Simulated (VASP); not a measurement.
Here is the system:

```xyz
2
Lattice="2.7200 0.0000 0.0000 0.0000 2.7200 0.0000 0.0000 0.0000 3.7100" Properties=species:S:1:pos:R:3 pbc="T T T"
Fe     0.0000     0.0000     0.0000
Pt     1.3600     1.3600     1.8550
```
Starting moments (μB, in the order of the record's atoms Fe Pt): 3.0 0.0.

Level of theory: SCAN meta-GGA, VASP's PBE PAW potentials (set 64) (plane waves; VASP). Numerical set-up: 520 eV cut-off, 12×12×9 Γ-centred mesh, first-order Methfessel-Paxton smearing of 0.10 eV, potentials Fe Pt.

**Question.** The ions, cell shape and volume are relaxed. Give the cell that the relaxation ends in.

**Answer.** 
```xyz
2
Lattice="2.6970 0.0000 0.0000 0.0000 2.6970 0.0000 0.0000 0.0000 3.7068" Properties=species:S:1:pos:R:3 pbc="T T T"
Fe     0.0000     0.0000     0.0000
Pt     1.3485     1.3485     1.8534
```
Space group P4/mmm (123), at a tolerance of 0.03 Å. The cell ends with 3.53 μB, on the sites 3.24 0.32 μB.

**Question.** How do energy and volume change from the first to the last step?

**Answer.** The energy (σ→0) changes by -3.0 meV/atom and the volume by -1.8 %, in 9 ionic steps.

| step | E(σ→0) (eV) | max force (eV/Å) | pressure (GPa) | volume (Å³) |
|---|---|---|---|---|
| 1 | -89.2822 | 0.000 | -4.13 | 27.45 |
| 2 | -89.2630 | 0.000 | 8.73 | 26.07 |
| 3 | -89.2879 | 0.000 | -0.25 | 27.00 |
| 4 | -89.2879 | 0.000 | 0.05 | 26.97 |
| 5 | -89.2879 | 0.000 | 0.17 | 26.96 |
| 6 | -89.2882 | 0.000 | 0.11 | 26.96 |
| 7 | -89.2882 | 0.000 | 0.09 | 26.96 |
| 8 | -89.2882 | 0.000 | 0.06 | 26.96 |
| 9 | -89.2882 | 0.000 | 0.03 | 26.96 |

The compound is FePt in the L1_0 structure. This run relaxes it. Symmetry was kept, so distortions that lower it aren't found.
